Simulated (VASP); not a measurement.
Method: PBE GGA, VASP's PBE PAW potentials (set 64) (plane waves; VASP).

Input for VASP

**POSCAR**
```
Se
1
    2.2103460000    -3.8284320000     0.0000000000
    2.2103460000     3.8284320000     0.0000000000
    0.0000000000     0.0000000000     5.0074200000
Se
3
Direct
  0.0000000000   0.2250000000   0.6666670000
  0.7750000000   0.7750000000   0.0000000000
  0.2250000000   0.0000000000   0.3333330000
```

File KPOINTS:
```
Automatic mesh
0
G
  1 1 1
```

### INCAR
```
LMAXMIX=4   ! l cut-off of mixed one-centre charges
EDIFF=1E-6   ! SCF stop (eV)
ISMEAR=-1   ! Fermi-Dirac
NELM=100   ! most electronic steps
PREC=Accurate
ENCUT=300
ISIF=2
LWAVE=F
LCHARG=F
LASPH=T   ! aspherical one-centre terms
ALGO=Normal   ! blocked Davidson
GGA=PE   ! PBE
LREAL=F   ! projection in real space or not
SYSTEM=Se
SIGMA=0.01   ! width (eV)
```

POTCAR, in this order: Se (PBE.64 set). Program: vasp_std.

Output of the run:

**OUTCAR**
```
 ion  position               nearest neighbor table
   1  0.000  0.225  0.667-   2 2.40   3 2.40
   2  0.775  0.775  0.000-   1 2.40   3 2.40
   3  0.225  0.000  0.333-   2 2.40   1 2.40
  LATTYP: Found a hexagonal cell.
 ALAT       =     4.4206923687
 C/A-ratio  =     1.1327230177
 Subroutine PRICEL returns:
 Original cell was already a primitive cell.
 Subroutine GETGRP returns: Found  6 space group operations
The static configuration has the point symmetry C_2 .
 The point group associated with its full space group is D_3 .
The dynamic configuration has the point symmetry C_2 .
 Subroutine INISYM returns: Found  6 space group operations
 Subroutine IBZKPT returns following result:
 Found      1 irreducible k-points:

 Following reciprocal coordinates:
            Coordinates               Weight
  0.000000  0.000000  0.000000      1.000000
   k-points           NKPTS =      1   k-points in BZ     NKDIM =      1   number of bands    NBANDS=     13
   number of dos      NEDOS =    301   number of ions     NIONS =      3
   total plane-waves  NPLWV =  21952
   dimension x,y,z NGX =    28 NGY =   28 NGZ =   28
   dimension x,y,z NGXF=    56 NGYF=   56 NGZF=   56
   ions per type =               3
   PREC   = accura    normal or accurate (medium, high low for compatibility)
   ISTART =      0    job   : 0-new  1-cont  2-samecut
   ICHARG =      2    charge: 1-file 2-atom 10-const
   ISPIN  =      1    spin polarized calculation?
   LNONCOLLINEAR =      F non collinear calculations
   LSORBIT =      F    spin-orbit coupling
   INIWAV =      1    electr: 0-lowe 1-rand  2-diag
   ENCUT  =  300.0 eV  22.05 Ry    4.70 a.u.   6.24  6.24  7.07*2*pi/ulx,y,z
   NELM   =    100;   NELMIN=  2; NELMDL= -5     # of ELM steps
   EDIFF  = 0.1E-05   stopping-criterion for ELM
   LREAL  =      F    real-space projection
   NLSPLINE    = F    spline interpolate recip. space projectors
   LMAXMIX     =    4 max onsite mixed and CHGCAR
   VOSKOWN=      0    Vosko Wilk Nusair interpolation
   EDIFFG = 0.1E-04   stopping-criterion for IOM
   NSW    =      0    number of steps for IOM
   NBLOCK =      1;   KBLOCK =      1    inner block; outer block
   IBRION =     -1    ionic relax: 0-MD 1-quasi-New 2-CG
   NFREE  =      0    steps in history (QN), initial steepest desc. (CG)
   ISIF   =      2    stress and relaxation
   ISYM   =      2    0-nonsym 1-usesym 2-fastsym
   TEIN   =    0.0    initial temperature
   TEBEG  =    0.0;   TEEND  =   0.0 temperature during run
   SMASS  =  -3.00    Nose mass-parameter (am)
   PSTRESS=    0.0 pullay stress
   NELECT =      18.0000    total number of electrons
   EFERMI =   0.00;   METHOD = LEGACY
   ISMEAR =    -1;   SIGMA  =   0.01  broadening in eV -4-tet -1-fermi 0-gaus
   IALGO  =     38    algorithm
   LDIAG  =      T    sub-space diagonalisation (order eigenvalues)
   IMIX   =      4    mixing-type and parameters
     AMIX     =   0.40;   BMIX     =  1.00
     AMIX_MAG =   1.60;   BMIX_MAG =  1.00
     AMIN     =   0.10
   GGA     = PE    functional components
   VOSKOWN =     0    Vosko Wilk Nusair interpolation
   LHFCALC =     F    Hartree Fock is set to
   LHFONE  =     F    Hartree Fock one center treatment
   AEXX    =    0.0000 exact exchange contribution
   IVDW    =     0    specifies the selected vdW correction
   LEPSILON=     F    determine dielectric tensor
   LRPA    =     F    only Hartree local field effects (RPA)
  energy-cutoff  :      300.00
  volume of cell :       84.75
      direct lattice vectors                 reciprocal lattice vectors
     2.210346000 -3.828432000  0.000000000     0.226208928 -0.130601771  0.000000000
     2.210346000  3.828432000  0.000000000     0.226208928  0.130601771  0.000000000
     0.000000000  0.000000000  5.007420000     0.000000000  0.000000000  0.199703640
 k-point     1 :   0.0000 0.0000 0.0000  plane waves:     999
...
```

**OSZICAR**
```
       N       E                     dE             d eps       ncg     rms          rms(c)
DAV:   1     0.818231270289E+02    0.81823E+02   -0.56009E+03    26   0.723E+02
DAV:   2    -0.154426384265E+01   -0.83367E+02   -0.80055E+02    36   0.149E+02
DAV:   3    -0.715269054156E+01   -0.56084E+01   -0.55621E+01    26   0.483E+01
DAV:   4    -0.721561319239E+01   -0.62923E-01   -0.62892E-01    31   0.540E+00
DAV:   5    -0.721608273884E+01   -0.46955E-03   -0.46954E-03    31   0.545E-01    0.671E+00
DAV:   6    -0.706947388571E+01    0.14661E+00   -0.91897E-02    36   0.198E+00    0.408E+00
DAV:   7    -0.702751069805E+01    0.41963E-01   -0.18474E-01    26   0.292E+00    0.333E-01
DAV:   8    -0.703083195612E+01   -0.33213E-02   -0.61837E-03    31   0.588E-01    0.857E-02
DAV:   9    -0.703106977905E+01   -0.23782E-03   -0.17098E-04    36   0.987E-02    0.342E-02
DAV:  10    -0.703117648960E+01   -0.10671E-03   -0.89959E-05    26   0.751E-02    0.950E-03
DAV:  11    -0.703118082482E+01   -0.43352E-05   -0.39419E-06    36   0.152E-02    0.312E-03
DAV:  12    -0.703118097715E+01   -0.15233E-06   -0.82585E-07    18   0.724E-03
   1 F= -.70311810E+01 E0= -.70311810E+01  d E =-.139984E-10
```

### OUTCAR
```
------------------------ aborting loop because EDIFF is reached ----------------------------------------
  FORCE on cell =-STRESS in cart. coord.  units (eV):
  Direction    XX          YY          ZZ          XY          YZ          ZX
  --------------------------------------------------------------------------------------
  Total       13.6333376     13.6333406    -11.3796098      0.0000000      0.0000000      0.0000000
  in kB      257.7434020    257.7434593   -215.1358259      0.0000000      0.0000000      0.0000000
  external PRESSURE =     100.1170118 kB  Pullay stress =       0.0000000 kB
  volume of cell :       84.75
      direct lattice vectors                 reciprocal lattice vectors
     2.210346000 -3.828432000  0.000000000     0.226208928 -0.130601771  0.000000000
     2.210346000  3.828432000  0.000000000     0.226208928  0.130601771  0.000000000
     0.000000000  0.000000000  5.007420000     0.000000000  0.000000000  0.199703640
 POSITION                                       TOTAL-FORCE (eV/Angst)
 -----------------------------------------------------------------------------------
      0.49733      0.86140      3.33828        -0.974819     -1.688436     -0.000000
      3.42604      0.00000      0.00000         1.949638     -0.000000     -0.000000
      0.49733     -0.86140      1.66914        -0.974819      1.688436      0.000000
 -----------------------------------------------------------------------------------
    total drift:                               -0.000200     -0.000455      0.000000
  FREE ENERGIE OF THE ION-ELECTRON SYSTEM (eV)
  ---------------------------------------------------
  free  energy   TOTEN  =        -7.0311809771 eV

  energy  without entropy=       -7.0311809771  energy(sigma->0) =       -7.03118098
```
(Selected blocks of OUTCAR.)

The structure is a typed Se crystal (P3_121). The cell was not relaxed at this level. The k-mesh is coarse (spacing up to 1.64 per Å, 2π included), so the numbers may not be converged in it. The run is one of a series of settings (KPOINTS 1×1×1 Γ-centred mesh against the base run), some of them coarse on purpose.
